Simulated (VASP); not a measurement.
Given:

```
CELL_PARAMETERS angstrom
     -2.29000     2.29000     2.29000
      2.29000    -2.29000     2.29000
      2.29000     2.29000    -2.29000
ATOMIC_POSITIONS crystal
  Eu 0.00000 0.00000 0.00000
```

Level of theory: PBE GGA with D3 dispersion (Becke-Johnson damping), VASP's PBE PAW potentials (set 64) (plane waves; VASP). Settings: 520 eV cut-off, 10×10×10 Γ-centred mesh, first-order Methfessel-Paxton smearing of 0.10 eV, potentials Eu_2.

The 4f electrons are frozen in the core of the lanthanide potential, so 4f levels, which can set the real gap, and their magnetism are missing. Energy and stress use the plane-wave basis of the starting cell.

### Question
The ions, cell shape and volume are relaxed. Predict the relaxed structure.

### Answer

```
CELL_PARAMETERS angstrom
     -2.16975     2.16975     2.16975
      2.16975    -2.16975     2.16975
      2.16975     2.16975    -2.16975
ATOMIC_POSITIONS crystal
  Eu 0.00000 0.00000 0.00000
```
Space group Im-3m (229), at a tolerance of 0.03 Å.

### Question
How do energy and volume change from the first to the last step?

### Answer
The energy (σ→0) changes by -43.1 meV/atom and the volume by -14.9 %, in 4 ionic steps.

The compound is Eu in the bcc structure. This run relaxes it. Symmetry was kept, so distortions that lower it aren't found.
